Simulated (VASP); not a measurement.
An input for Quantum ESPRESSO's pw.x (written as the equivalent of a VASP run, and not itself run):

```
&CONTROL
  calculation = 'scf'
  pseudo_dir = './pseudo'
  outdir = './out'
  tprnfor = .true.
  tstress = .false.
/
&SYSTEM
  ibrav = 0
  nat = 2
  ntyp = 2
  ecutwfc = 62.5
  occupations = 'smearing'
  smearing = 'gaussian'
  degauss = 0.003675
  input_dft = 'hse'
  nqx1 = 2
  nqx2 = 2
  nqx3 = 2
  screening_parameter = 0.1058
/
&ELECTRONS
  conv_thr = 7.3e-08
  electron_maxstep = 100
/
ATOMIC_SPECIES
  Pb 207.200 Pb.upf
  S 32.060 S.upf
CELL_PARAMETERS angstrom
     0.0000000    2.9700000    2.9700000
     2.9700000    0.0000000    2.9700000
     2.9700000    2.9700000    0.0000000
ATOMIC_POSITIONS crystal
  Pb   0.0000000  0.0000000  0.0000000
  S    0.5000000  0.5000000  0.5000000
K_POINTS automatic
  2 2 2 0 0 0
```

Problem. Write the VASP files for the same calculation (HSE06).

Solution. Several could match; the one computed here: 
**POSCAR**
```
PbS
1
    0.0000000000     2.9700000000     2.9700000000
    2.9700000000     0.0000000000     2.9700000000
    2.9700000000     2.9700000000     0.0000000000
Pb S
1 1
Direct
  0.0000000000   0.0000000000   0.0000000000
  0.5000000000   0.5000000000   0.5000000000
```

KPOINTS:
```
Automatic mesh
0
Gamma
2 2 2
0 0 0
```

INCAR:
```
SYSTEM = PbS
PREC = Accurate
ENCUT = 400
EDIFF = 1E-6
NELM = 100
ALGO = Normal
LREAL = .FALSE.
LASPH = .TRUE.
ISMEAR = 0
SIGMA = 0.05
GGA = PE
LMAXMIX = 4
LWAVE = .FALSE.
LCHARG = .FALSE.
ISIF = 2
HFSCREEN = 0.2
AEXX = 0.25
LHFCALC = .TRUE.
PRECFOCK = Fast
ISYM = 3
```

POTCAR, in this order: Pb_d S (PBE.64 set). Program: vasp_std.

What does not carry over: the potentials are each code's own (VASP's PAW set, PseudoDojo norm-conserving files in pw.x), so ENCUT and ecutwfc are chosen apart and not converted; conv_thr bounds pw.x's estimated SCF error, while EDIFF bounds the energy change between steps.

The compound is PbS in the rock salt structure. The cell was not relaxed at this level. The k-mesh is coarse (spacing up to 0.92 per Å, 2π included), so the numbers may not be converged in it.
